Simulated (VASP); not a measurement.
# LaSbTe: structure and properties in VASP, part 5 of 5

Wanted: the relaxed cell of LaSbTe and its properties. The start is a computed cell from the Materials Project.

VASP 6.6.1; r2SCAN; plane waves and PAW (La, Sb, Te).

Still holding for the runs below: The k-mesh is coarse for a metal. Spin-orbit coupling is off here; it can split and shift levels that hold much weight on La, Sb and Te by tenths of an eV or more.

So far. Step 5 (Total and projected DOS (r2SCAN)): The finer mesh and the other smearing move the Fermi level by -0.04 eV from the 5×5×2 run, a small shift, which tests the Fermi level alone. Of the states within 0.3 eV of the Fermi level, the largest shares in the PAW spheres are Te p 18 % and Sb p 18 %. The rest lies in smaller channels or between the spheres. The relaxed cell has a = 4.438, c = 9.635 Å (conventional setting).

## Step 7: Independent-particle dielectric function (r2SCAN)

LOPTICS sums transitions from filled to empty bands. NBANDS is raised for it.

The input, INCAR:

```
SYSTEM = LaSbTe
PREC = Accurate
ENCUT = 400
EDIFF = 1E-06
NELM = 100
ISMEAR = 0
SIGMA = 0.05
LREAL = .FALSE.
ALGO = Normal
METAGGA = R2SCAN
LASPH = .TRUE.
NBANDS = 70
LORBIT = 11
LWAVE = .FALSE.
LCHARG = .FALSE.
KPAR = 4
LOPTICS = .TRUE.
NEDOS = 1500
CSHIFT = 0.1
```

The input, POSCAR:

```
LaSbTe
1.0
    4.4380951360      0.0000000000      0.0000000000
    0.0000000000      4.4380951360      0.0000000000
    0.0000000000      0.0000000000      9.6346655253
La Sb Te
2 2 2
Direct
    0.0000000000      0.5000000000      0.7229641278
    0.5000000000      0.0000000000      0.2770358722
    0.0000000000      0.0000000000      0.0000000000
    0.5000000000      0.5000000000      0.0000000000
    0.0000000000      0.5000000000      0.3714674415
    0.5000000000      0.0000000000      0.6285325585
```

The input, KPOINTS:

```
Automatic mesh
0
Gamma
7 7 3
0 0 0
```

The projector-augmented-wave data sets are La, Sb and Te (PBE family, release 64).

Started as:

```console
$ mpirun -np 4 vasp_std
```

Log:

```text
[... set-up lines as in an earlier step ...]
 entering main loop
       N       E                     dE             d eps       ncg     rms          rms(c)
DAV:   1     0.235474524262E+03    0.23547E+03   -0.10988E+04  3290   0.587E+02
DAV:   2    -0.116373228945E+03   -0.35185E+03   -0.29489E+03  2928   0.163E+02
DAV:   3    -0.173969235398E+03   -0.57596E+02   -0.53919E+02  3194   0.690E+01
DAV:   4    -0.179381653327E+03   -0.54124E+01   -0.52296E+01  4464   0.186E+01
DAV:   5    -0.179701167398E+03   -0.31951E+00   -0.31644E+00  4800   0.441E+00    0.677E+00
DAV:   6    -0.170458586983E+03    0.92426E+01   -0.17523E+00  4100   0.423E+00    0.467E+00
DAV:   7    -0.170518262953E+03   -0.59676E-01   -0.57165E-01  4656   0.245E+00    0.239E+00
DAV:   8    -0.170552354904E+03   -0.34092E-01   -0.10353E-01  4128   0.927E-01    0.101E+00
DAV:   9    -0.170554831857E+03   -0.24770E-02   -0.19496E-02  5120   0.548E-01    0.308E-01
DAV:  10    -0.170554815107E+03    0.16751E-04   -0.31485E-03  4384   0.154E-01    0.142E-01
DAV:  11    -0.170554947124E+03   -0.13202E-03   -0.33508E-04  5128   0.576E-02    0.508E-02
DAV:  12    -0.170555008183E+03   -0.61059E-04   -0.16037E-04  5090   0.344E-02    0.172E-02
DAV:  13    -0.170555020049E+03   -0.11865E-04   -0.53098E-05  5232   0.158E-02    0.785E-03
DAV:  14    -0.170555020481E+03   -0.43256E-06   -0.26079E-06  3872   0.471E-03
   1 F= -.17055502E+03 E0= -.17055358E+03  d E =-.287251E-02
 optical routines
 imaginary and real dielectric function
 direction            1
 direction            2
 direction            3
```

Wall time 3 min (4 MPI ranks of Intel Xeon Platinum 8259CL at 2.50GHz (Skylake/Cascade Lake), shared host); peak memory 1.8 GiB; 12 min of CPU time.

Parts of OUTCAR (step 7):

```text
   k-points           NKPTS =     20   k-points in BZ     NKDIM =     20   number of bands    NBANDS=     70

   NELECT =      44.0000    total number of electrons

 E-fermi :   7.0364

 k-point     1 :       0.0000    0.0000    0.0000
  band No.  band energies     occupation
    ...
     17       5.3289      2.00000
     18       5.3289      2.00000
     19       6.4321      2.00000
     20       6.5047      2.00000
     21       6.5047      2.00000
     22       7.1700      0.00016
     23       7.7451      0.00000
     24       9.1632      0.00000
     25       9.3106      0.00000
     26       9.4375      0.00000
    ...

  Total       -0.7813027     -0.7813027      0.3434079      0.0000000      0.0000000      0.0000000
  in kB       -6.5962948     -6.5962948      2.8992854      0.0000000      0.0000000      0.0000000
  external PRESSURE =      -3.4311014 kB  Pullay stress =       0.0000000 kB

 POSITION                                       TOTAL-FORCE (eV/Angst)
 -----------------------------------------------------------------------------------
      0.00000      2.21905      6.96552         0.000000      0.000000     -0.051824
      2.21905      0.00000      2.66915         0.000000     -0.000000      0.051824
      0.00000      0.00000      0.00000         0.000000      0.000000      0.000000
      2.21905      2.21905      0.00000         0.000000     -0.000000      0.000000
      0.00000      2.21905      3.57896        -0.000000     -0.000000      0.002617
      2.21905      0.00000      6.05570         0.000000     -0.000000     -0.002617
 -----------------------------------------------------------------------------------
    total drift:                                0.000000      0.000000      0.000000

  FREE ENERGIE OF THE ION-ELECTRON SYSTEM (eV)
  ---------------------------------------------------
  free  energy   TOTEN  =      -170.5550204811 eV

  energy  without entropy=     -170.5521479703  energy(sigma->0) =     -170.55358423

 plasma frequency squared (from intraband transitions) (eV^2)
  --------------------------------------------------------------------------------------
      52.836       0.000      -0.000
       0.000      52.836       0.000
      -0.000       0.000       0.156

[... 8 parts as in an earlier step ...]

[... 8 further parts left out ...]
```

These are independent-particle spectra without excitons or local fields. Fine structure and low peaks depend on the mesh and on CSHIFT. The intraband (Drude) part is not in this spectrum.

Numbers from this step:

```
SCF cycles              : 14
bands                   : 70
free energy (TOTEN)     : -170.5550 eV
energy at zero smearing : -170.5536 eV
Fermi energy            : 7.036 eV
pressure                : -0.3431 GPa
```

The imaginary dielectric function has structure finer than the step of the table below, so its rows give means over 1 eV, whole bins alone (the curve runs from 0 to 25.0 eV). Peaks (eV: height): xx 0.2: 277; zz 0.5: 4.11, 1.7: 5.59, 3.4: 18.1.

The imaginary dielectric function by photon energy; means over each step:

```tsv
photon energy (eV)	xx	zz
1	26.0	2.49
2	4.43	4.48
3	8.96	11.8
4	9.70	13.6
5	10.4	9.70
6	6.92	6.61
7	4.30	4.13
8	2.70	3.12
9	1.96	2.92
10	1.85	2.65
11	1.22	1.62
12	1.14	0.943
13	0.772	0.850
14	0.532	0.588
15	0.349	0.360
16	0.186	0.270
17	0.140	0.151
18	0.213	0.159
19	0.648	0.627
20	1.22	1.45
21	1.39	1.48
22	1.07	0.990
23	0.644	0.538
24	0.154	0.146
```

The real dielectric function by photon energy:

```tsv
photon energy (eV)	xx	zz
0.0	329	13.7
0.5	-10.2	12.5
1.0	-25.5	12.1
1.5	-1.75	12.7
2.0	4.69	11.5
2.5	8.47	14.4
3.0	7.18	14.3
3.5	4.77	5.97
4.0	3.83	2.60
4.5	3.23	-0.963
5.0	-1.09	0.670
5.5	-2.43	-2.05
6.0	-2.36	-2.39
6.5	-3.02	-2.49
7.0	-3.42	-1.63
7.5	-2.19	-1.29
8.0	-2.34	-1.32
8.5	-1.51	-0.857
9.0	-1.33	-0.527
9.5	-1.08	-1.10
10.0	-1.14	-1.68
10.5	-1.17	-1.60
11.0	-0.960	-1.09
11.5	-0.585	-1.30
12.0	-0.641	-0.927
12.5	-0.699	-0.524
13.0	-0.442	-0.553
13.5	-0.443	-0.481
14.0	-0.229	-0.402
14.5	-0.185	-0.254
15.0	-0.0236	-0.0216
15.5	0.0629	0.0734
16.0	0.217	0.173
16.5	0.381	0.275
17.0	0.515	0.439
17.5	0.698	0.621
18.0	0.940	0.892
18.5	1.05	1.08
19.0	1.43	1.53
19.5	1.14	1.21
20.0	1.09	1.17
20.5	0.750	0.708
21.0	0.335	-0.318
21.5	0.137	0.0651
22.0	-0.185	-0.260
22.5	-0.157	-0.284
23.0	-0.226	-0.0837
23.5	-0.280	-0.231
24.0	0.0275	0.0477
24.5	0.225	0.253
```

Force by atom:

```tsv
atom	x (eV/Å)	y (eV/Å)	z (eV/Å)	size
La1	0.0000	0.0000	-0.0518	0.0518
La2	0.0000	0.0000	0.0518	0.0518
Sb3	0.0000	0.0000	0.0000	0.0000
Sb4	0.0000	0.0000	0.0000	0.0000
Te5	0.0000	0.0000	0.0026	0.0026
Te6	0.0000	0.0000	-0.0026	0.0026
```

At these settings, which differ from those of the relaxation, the cell is under a tension of 0.3 GPa.

## Step 8: What came out

| Quantity | Value |
| --- | --- |
| relaxed volume | 31.63 Å³/atom |
| relaxed conventional cell a, b, c | 4.438, 4.438, 9.635 Å |
| space group after relaxing, within 0.02 Å | P4/nmm (No. 129) |
| band gap | none, a metal |
| DOS at the Fermi level | 0.902 states/eV/cell |
| highest zone-centre mode | 130 cm⁻¹ |
| imaginary zone-centre modes | 2, down to 167i cm⁻¹ |

With r2SCAN, LaSbTe relaxes to 31.63 Å³/atom in space group P4/nmm (held by the symmetry of the run) and comes out as a metal. Bands along the symmetry lines (r2SCAN): Of the bands kept, 2 cross the Fermi level on this path. Vibrations at Γ (r2SCAN): The highest mode in this list at Γ, 130.0 cm⁻¹, has its largest share on La (62 % of the kinetic energy). 2 modes are imaginary, down to 166.6i cm⁻¹: the energy falls along them. Spin-orbit coupling is left out, and with elements this heavy it would split and shift bands near the Fermi level. The k-sampling is coarse for a metal, so the Fermi level, pressures and the shape of the cell carry errors. Imaginary modes at Γ mean that the cell would distort to a lower symmetry. No search among competing phases was made, and a listed structure need not be the one stable at ambient conditions. All values are for a static lattice at zero temperature.

[Lines on the potential files, build, host, timing and source positions are cut from VASP's logs without a mark.]

[Logs are printed without paths, hosts, clocks, repeated set-up lines and the standing remarks that a program may print on its own settings, such as how far it seeks lower states.]

[Hosts, paths, dates, database ids (printed as entryN), source tags and the programs' standing remarks are cut or masked in the printed files.]

[A measured line is paired with the nearest computed mode of its activity, which favours agreement.]

[In band tables of VASP the shares of atoms and orbitals are scaled to a sum of 1 inside the atoms' spheres.]
